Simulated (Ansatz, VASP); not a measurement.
**MnCuO2 (Crednerite) in two plane-wave programs**

One calculation is typed for both programs; each brings its own data sets and cutoff. How far apart do they land? The cell is taken from a series of VASP runs on this material, whose earlier steps may have relaxed, scaled or displaced it; both programs get it as it stands. Other levels of theory on this material are compared in a session of their own.

Method: plane waves, with VASP 6.6.1 beside it; band structure at PBEsol, DFT+U, in Ansatz 0.2.0.

## (1) The structure

The structure is monoclinic, space group C2/m (No. 12). Conventional cell: a = 5.586 Å, b = 2.917 Å, c = 5.823 Å, α = 90.00°, β = 103.74°, γ = 90.00°. Nearest to Mn lie 6 O at 1.95 to 2.24 Å. Cu has 2 O at 1.81 Å nearest. Nearest to O lie 1 Cu at 1.81 Å and 3 Mn at 1.95 to 2.24 Å. Farther neighbours and most contacts between anions are not listed.

Structure file:

```cif
data_structure
_symmetry_space_group_name_H-M 'C2/m'
_symmetry_Int_Tables_number 12
_cell_length_a 5.5856
_cell_length_b 2.9167
_cell_length_c 5.8227
_cell_angle_alpha 90.000
_cell_angle_beta 103.744
_cell_angle_gamma 90.000
_cell_volume 92.14
loop_
_atom_site_label
_atom_site_type_symbol
_atom_site_symmetry_multiplicity
_atom_site_Wyckoff_symbol
_atom_site_fract_x
_atom_site_fract_y
_atom_site_fract_z
_atom_site_occupancy
Mn1 Mn 2 a 0.00000 0.00000 0.00000 1
Cu1 Cu 2 d 0.00000 0.50000 0.50000 1
O1 O 4 i 0.90215 0.50000 0.18068 1
```

## (2) Ansatz: band structure, PBEsol, DFT+U

Ansatz runs on its default PAW (the set named soft_2) files.

A single point gives forces, pressure and levels at one fixed geometry, so differences don't come from the geometry; what else differs is listed under the comparison.

Contents of input.yaml:

```yaml
crystal:
  lattice:
    - [2.7926571158, -1.4583286311, 0.0299771144]
    - [2.7926571158, 1.4583286311, 0.0299771144]
    - [-1.4439861849, 0.0, 5.6408443961]
  atoms:
    - { symbol: Mn, position: [0.0, 0.0, 0.0], spin: 3.909 }
    - { symbol: Cu, position: [0.5, 0.5, 0.5], spin: -0.005 }
    - { symbol: O, position: [0.4021530575, 0.4021530575, 0.1806834249], spin: -0.017 }
    - { symbol: O, position: [0.5978469425, 0.5978469425, 0.8193165751], spin: -0.017 }
hamiltonian:
  xc: pbesol
  pseudopotentials: { kind: paw }
  hubbard:
    sites:
      - { species: Mn, l: d, u_eff: 4.0 }
      - { species: Cu, l: d, u_eff: 5.0 }
magnetization:
  spin_polarized: true
kpoints:
  mp_grid: { grid: [9, 9, 4] }
  band_path:
    path:
      - [0.0, 0.0, 0.0]
      - [-0.16667, -0.16667, 0.0]
      - [-0.33333, -0.33333, 0.0]
      - [-0.5, -0.5, 0.0]
      - [-0.51016, -0.51016, 0.08914]
      - [-0.52235, -0.52235, 0.19612]
      - [-0.53047, -0.53047, 0.26743]
      - [-0.51828, -0.51828, 0.36046]
      - [-0.50813, -0.50813, 0.43798]
      - [-0.51295, -0.48705, 0.5]
      - [-0.57769, -0.42231, 0.5]
      - [-0.65538, -0.34462, 0.5]
      - [-0.28539, 0.28539, 0.5]
      - [-0.16308, 0.16308, 0.5]
      - [-0.06116, 0.06116, 0.5]
      - [-0.0626, -0.0626, 0.53101]
      - [-0.21911, -0.21911, 0.60853]
      - [-0.40692, -0.40692, 0.70156]
      - [-0.5237, -0.4763, 0.0]
      - [-0.5948, -0.4052, 0.0]
      - [-0.65406, -0.34594, 0.0]
      - [-0.25779, 0.25779, 0.0]
      - [-0.15038, 0.15038, 0.0]
      - [-0.02148, 0.02148, 0.0]
      - [-0.1, 0.0, 0.0]
      - [-0.3, 0.0, 0.0]
      - [-0.46667, 0.0, 0.0]
      - [-0.36667, 0.0, 0.36667]
      - [-0.2, 0.0, 0.2]
      - [0.0, 0.0, 0.0]
    npoints: 1
scf:
  occupations: { method: gaussian, width: 0.05 }
  n_extra_bands: 11
output:
  forces: true
  stress: true
  eigenvalues: true
```

The run is started by

```
$ ansatz run input.yaml --threads 2 --pin off --max-ram 4608MiB --backend cpu --events-out ev --progress --plain --runs-dir out
```

Numbers of over 12 decimals in the logs are rounded to 6 here.

The program printed:

```text
Mn: projections on atomic orbitals take those of the free atom [Ne] 3s2 3p6 3d5 4s2, of charge +0.00 (hamiltonian.pseudopotentials.projection_atoms); the dataset's partial waves leave at most 9.0e-7 of an orbital's norm unspanned inside its sphere
Cu: projections on atomic orbitals take those of the free atom [Ne] 3s2 3p6 3d10 4s1, of charge +0.00 (hamiltonian.pseudopotentials.projection_atoms); the dataset's partial waves leave at most 2.0e-6 of an orbital's norm unspanned inside its sphere
O: projections on atomic orbitals take those of the free atom [He] 2s2 2p4, of charge +0.00 (hamiltonian.pseudopotentials.projection_atoms); the dataset's partial waves leave at most 1.9e-8 of an orbital's norm unspanned inside its sphere
scf.n_extra_bands = 11 over 23 filled bands (N_el = 46.0): the run solves 34 bands
Engine: ansatz 0.2.0, aarch64-unknown-linux-gnu
Pseudopotentials: kind: paw
Pseudopotential: Mn, paw, valence charge 15, recommended cutoff 420 eV (normal), Mn.paw.azcp
Pseudopotential: Cu, paw, valence charge 19, recommended cutoff 420 eV (normal), Cu.paw.azcp
Pseudopotential: O, paw, valence charge 6, recommended cutoff 420 eV (normal), O.paw.azcp
Functional definition: PBEsol
  exchange = pbesol_x
  correlation = pbesol_c
Crystal: 4 atoms, lattice volume = 46.072 Å³
Basis set: ecut = 420 eV, 891 PW (Γ), exchange–correlation on 48×48×80 points (8 copies of the dense FFT grid, shifted against one another)
Bands: 34, of which v1, the nominal top of the filled ones, is band 23 counted from 1 (22 counted from 0)
Symmetry: 4 space group operations
Space group: C2/m (ITA 12), of the structure as read, at distance tolerance 3.6e-5 Å
Magnetic group: BNS 12.58 (UNI 65), of the structure as read, at distance tolerance 3.6e-5 Å
k-points: 95 of 324
Non-local potential: Mn, projectors of the file, l = 0: 3, l = 1: 2, l = 2: 3, l = 3: 1
Non-local potential: Cu, projectors of the file, l = 0: 3, l = 1: 2, l = 2: 3, l = 3: 1
Non-local potential: O, projectors of the file, l = 0: 2, l = 1: 2, l = 2: 1
PAW form: soft (Blöchl's): semilocal exchange-correlation on the pseudo side does not see the compensation charge
PAW frozen core: Mn, regenerated for the run's functional, and the local potential with it (the file was generated under x = pbe(κ = 0.804, μ = 0.219515), c = pbe(β = 0.066725))
PAW frozen core: Cu, regenerated for the run's functional, and the local potential with it (the file was generated under x = pbe(κ = 0.804, μ = 0.219515), c = pbe(β = 0.066725))
PAW frozen core: O, regenerated for the run's functional, and the local potential with it (the file was generated under x = pbe(κ = 0.804, μ = 0.219515), c = pbe(β = 0.066725))
PAW one-centre angular grid: Mn, 590 points (default); XC on 64 Gauss nodes
PAW one-centre angular grid: Cu, 590 points (default); XC on 64 Gauss nodes
PAW one-centre angular grid: O, 110 points (default); XC on 64 Gauss nodes
Initial density: superposition of atomic densities (chi_scale 0.1, normalization cell, long waves kept (reshape's long-wave potential 0.19 eV rms))
Starting moments: Σ|m| = 3.948 μB on 4 of 4 sites
Initial wavefunctions: pseudopotential atomic-orbital guess
Functional: x = pbesol(κ = 0.804, μ = 0.123457), c = pbesol(β = 0.046)
SCF iter   1: F=—  HF=-11576.815894 eV  |F-HF|=—  |Δ(HF+E_count)|=         —  Δρ=9.25e-2 (↑9.25e-2 ↓5.34e-2)  dr2=7.97e0  dr2_m=3.57e-1  M=4.000 μB ∫|m|=4.270 μB  β_m=0.30  ethr=3.10e-3  ⟨swp⟩=5.3  Hψ=23614  notcnv=0  defer=110
preconditioner: auto → Kerker (q_TF=auto, 2.728 Å⁻¹)  [metal: Δε(μ)=0.015 eV  Ē_g=14.427 eV  σ=0.050 eV  W_gap=0.17  n_scr=16 (ndim 8)  ℏωp=30.0 eV  f_vac=0.000  D(μ)=1.14/eV (n_scr^D=2)]
spin=Collinear: Kerker preconditioning applied to the charge; magnetization (m = ρ↑ − ρ↓) channel mixes plain (no charge-response kernel on spin).
SCF iter   2: F=—  HF=-11575.876907 eV  |F-HF|=—  |Δ(HF+E_count)|=   9.39e-1  Δρ=3.85e-2 (↑3.85e-2 ↓1.94e-2)  dr2=5.46e-1  dr2_m=2.19e-1  M=4.000 μB ∫|m|=4.376 μB  β_m=0.30  ethr=3.10e-3  ⟨swp⟩=2.9  Hψ=13244  notcnv=0  defer=898
SCF iter   3: F=—  HF=-11576.076957 eV  |F-HF|=—  |Δ(HF+E_count)|=   2.00e-1  Δρ=2.50e-2 (↑2.50e-2 ↓1.64e-2)  dr2=1.66e-1  dr2_m=1.08e-1  M=4.000 μB ∫|m|=4.364 μB  β_m=1.00  ethr=1.19e-3  ⟨swp⟩=2.0  Hψ=7439  notcnv=0  defer=894
SCF iter   4: F=—  HF=-11576.252776 eV  |F-HF|=—  |Δ(HF+E_count)|=   1.76e-1  Δρ=5.14e-3 (↑5.14e-3 ↓4.13e-3)  dr2=2.32e-2  dr2_m=1.79e-3  M=4.000 μB ∫|m|=4.386 μB  β_m=0.30  ethr=3.60e-4  ⟨swp⟩=3.0  Hψ=11804  notcnv=0  defer=897
SCF iter   5: F=—  HF=-11576.332936 eV  |F-HF|=—  |Δ(HF+E_count)|=   8.02e-2  Δρ=5.00e-3 (↑5.00e-3 ↓3.14e-3)  dr2=2.01e-2  dr2_m=2.37e-3  M=4.000 μB ∫|m|=4.366 μB  β_m=0.30  ethr=5.03e-5  ⟨swp⟩=2.1  Hψ=8059  notcnv=0  defer=882
Mixer restart at iter 5: flushing history
spin-set hold released at iteration 5 (site moments contracting): the magnetisation degrees of freedom join the quasi-Newton model from the next iteration; the mixer history was flushed
SCF iter   6: F=—  HF=-11576.377465 eV  |F-HF|=—  |Δ(HF+E_count)|=   4.45e-2  Δρ=5.00e-3 (↑5.00e-3 ↓2.46e-3)  dr2=1.79e-2  dr2_m=2.77e-3  M=4.000 μB ∫|m|=4.348 μB  β_m=0.65  ethr=4.37e-5  ⟨swp⟩=1.5  Hψ=6053  notcnv=0  defer=882
SCF iter   7: F=—  HF=-11576.432657 eV  |F-HF|=—  |Δ(HF+E_count)|=   5.52e-2  Δρ=2.72e-3 (↑1.58e-3 ↓2.72e-3)  dr2=3.85e-3  dr2_m=1.03e-3  M=4.000 μB ∫|m|=4.281 μB  β_m=0.71  ethr=3.89e-5  ⟨swp⟩=2.1  Hψ=10489  notcnv=0  defer=882
SCF iter   8: F=—  HF=-11576.433730 eV  |F-HF|=—  |Δ(HF+E_count)|=   1.07e-3  Δρ=2.63e-3 (↑2.63e-3 ↓1.05e-3)  dr2=5.04e-3  dr2_m=8.05e-4  M=4.000 μB ∫|m|=4.266 μB  β_m=0.71  ethr=8.36e-6  ⟨swp⟩=2.0  Hψ=11060  notcnv=0  defer=896
SCF iter   9: F=—  HF=-11576.433704 eV  |F-HF|=—  |Δ(HF+E_count)|=   2.60e-5  Δρ=1.30e-3 (↑1.30e-3 ↓1.00e-3)  dr2=1.33e-3  dr2_m=1.20e-4  M=4.000 μB ∫|m|=4.255 μB  β_m=0.60  ethr=8.36e-6  ⟨swp⟩=2.0  Hψ=8923  notcnv=0  defer=896
SCF iter  10: F=—  HF=-11576.433471 eV  |F-HF|=—  |Δ(HF+E_count)|=   2.32e-4  Δρ=3.60e-4 (↑2.53e-4 ↓3.60e-4)  dr2=2.72e-4  dr2_m=1.43e-5  M=4.000 μB ∫|m|=4.249 μB  β_m=0.68  ethr=2.89e-6  ⟨swp⟩=2.0  Hψ=9153  notcnv=0  defer=896
SCF iter  11: F=—  HF=-11576.433424 eV  |F-HF|=—  |Δ(HF+E_count)|=   4.70e-5  Δρ=1.52e-4 (↑1.52e-4 ↓1.26e-4)  dr2=6.99e-5  dr2_m=8.48e-7  M=4.000 μB ∫|m|=4.246 μB  β_m=0.84  ethr=5.91e-7  ⟨swp⟩=2.3  Hψ=7687  notcnv=0  defer=896
SCF iter  12: F=—  HF=-11576.433411 eV  |F-HF|=—  |Δ(HF+E_count)|=   1.37e-5  Δρ=7.64e-5 (↑4.28e-5 ↓7.64e-5)  dr2=1.53e-5  dr2_m=4.85e-7  M=4.000 μB ∫|m|=4.245 μB  β_m=0.92  ethr=1.52e-7  ⟨swp⟩=1.9  Hψ=7314  notcnv=0  defer=896
SCF iter  13: F=—  HF=-11576.433409 eV  |F-HF|=—  |Δ(HF+E_count)|=   1.69e-6  Δρ=5.32e-5 (↑5.32e-5 ↓4.38e-5)  dr2=5.38e-6  dr2_m=8.01e-8  M=4.000 μB ∫|m|=4.246 μB  β_m=0.96  ethr=3.33e-8  ⟨swp⟩=2.3  Hψ=8276  notcnv=0  defer=896
SCF iter  14: F=—  HF=-11576.433408 eV  |F-HF|=—  |Δ(HF+E_count)|=   7.70e-7  Δρ=2.99e-5 (↑2.99e-5 ↓2.23e-5)  dr2=5.44e-7  dr2_m=7.03e-8  M=4.000 μB ∫|m|=4.246 μB  β_m=0.85  ethr=1.17e-8  ⟨swp⟩=2.0  Hψ=7049  notcnv=0  defer=896
iter 15 met the thresholds in force, and the SCF goes on: an eigenvalue changes by 0.72 meV, over its tolerance of 0.50 meV (output.eigenvalues, Limitations)
SCF iter  15: F=-11576.433408 eV  HF=-11576.433408 eV  |F-HF|=8.21e-9  |Δ(HF+E_count)|=   1.74e-7  Δρ=6.72e-6 (↑6.72e-6 ↓4.58e-6)  dr2=2.55e-8  dr2_m=2.43e-9  M=4.000 μB ∫|m|=4.246 μB  β_m=0.93  ethr=2.17e-10  ⟨swp⟩=7.8  Hψ=31141  notcnv=0
SCF iter  16: F=-11576.433408 eV  HF=-11576.433408 eV  |F-HF|=2.33e-10  |Δ(HF+E_count)|=   1.71e-9  Δρ=1.25e-6 (↑1.25e-6 ↓9.23e-7)  dr2=1.19e-9  dr2_m=4.76e-11  M=4.000 μB ∫|m|=4.246 μB  ethr=5.54e-11  ⟨swp⟩=1.9  Hψ=17716  notcnv=0
SCF 1 converged in 16 iterations: F = -11576.433408 eV  dr2 = 1.19e-9
  greatest PAW one-centre occupation: 1.002 electrons in one spin orbital (limit 2), on the Mn atom at site 0 (counted from 0), in its partial waves of l = 1
NSCF: frozen V_eff on 30 k-points
SCF converged after 16 iterations
an eigenvalue changed by more than its tolerance at an iteration that met the thresholds in force, so the SCF went on 1 time: the last check found none over its tolerance
Magnetization: 4.0000 μB (25.0000 up, 21.0000 down)
Absolute magnetization: 4.2549 μB (∫|ρ↑−ρ↓|, with the PAW one-centre terms)
Spin contamination: 0.1001 ħ² per cell (⟨S²⟩ above its minimum at these occupations)
Per-site moments (μB) at R_I (Å): [(3.427642, 0.804692), (-0.017459, 0.746253), (-0.021047, 0.746253), (-0.021047, 0.746253)]
Free energy (F): -11576.433408 eV
Harris-Foulkes:  -11576.433408 eV  (|F-HF|=2.33e-10)
Internal energy: -11576.433408 eV  (E = F + TS)
E sigma→0 (E₀):  -11576.433408 eV
Entropy (-TS):   -0.000000 eV (-0.000 meV/atom)
Fermi energy:    10.720774 eV
--- Per-component energies (eV) ---
  E_band       = -778.869005
  E_kinetic    = 946.524707
  E_local      = -7643.303427  (includes V_loc(G=0)·N_el)
  E_nonlocal   = 745.407606
  E_hartree    = 3237.663955
  E_xc         = -343.381566
  E_vxc        = -441.903950  (∫ρ·V_xc dr)
  E_hubbard    = 2.128049  (on-site DFT+U / exact-exchange correction)
  E_vhub       = -30.177619  (the Hubbard potential's part of the band-sum identity)
  E_paw        = -3209.220806  (= ΣΔE_a)
  E_vpaw       = -830.749490  (= ΣTr[D̂ρ^β])
  E_aug_tail   = 0.005119  (compensation charges beyond the density's cutoff)
  E_ewald      = -5312.703475
  E_core_change = 0.446428  (= ΣΔE_core)
  E_smearing   = -0.000000  (= −TS)
  E_closure    = 0.000000  (closes the sum)
  Σ components = -11576.433408   (vs F -11576.433408, Δ=0.00e0)
--- Forces (eV/Å), atoms counted from 1 ---
  atom   1  Mn     0.00000000     0.00000000     0.00000000
  atom   2  Cu    -0.00000000     0.00000000    -0.00000000
  atom   3  O      0.03901651    -0.00000000    -0.59995807
  atom   4  O     -0.03901651     0.00000000     0.59995807
  max |Σ_I F_I| component: 6.94e-18 eV/Å
--- Stress (GPa, compression-positive) ---
        0.420865       0.000000       0.845311
        0.000000      -0.659775       0.000000
        0.845313       0.000000       6.267799
  P = ⅓ Tr σ = 2.0096 GPa (20.096 kbar)
--- Band table (eV; the first three rows and the last of 190) ---
  k-point 0 ↑: bands = [... 19 lower, 7.1223, 7.2382, 7.3797, 7.9402, 8.0222, 10.5702, 12.1916, 12.6617, ... 7 higher]
  k-point 1 ↑: bands = [... 19 lower, 6.8416, 7.1222, 7.5169, 8.5748, 8.5896, 10.3728, 12.0467, 13.2560, ... 7 higher]
  k-point 2 ↑: bands = [... 19 lower, 6.8380, 7.1188, 7.4910, 9.0042, 9.1119, 10.0564, 11.8805, 14.3197, ... 7 higher]
  k-point 94 ↓: bands = [... 19 lower, 8.3317, 9.4117, 12.7692, 13.8436, 13.9754, 14.3147, 14.3861, 14.6593, ... 7 higher]
Occupation matrices written to <dir>
```

Elapsed: 19 s, on 2 threads of Arm Neoverse V1, shared host; peak memory 0.6 GiB; 37 s of CPU time.

[end of part 1 of 2]

[Lines on the potential files, build, host, timing and source positions are cut from VASP's logs without a mark.]

[Logs are printed without paths, hosts, clocks, repeated set-up lines and the standing remarks that a program may print on its own settings, such as how far it seeks lower states.]

[Hosts, paths, dates, database ids (printed as entryN), source tags and the programs' standing remarks are cut or masked in the printed files.]
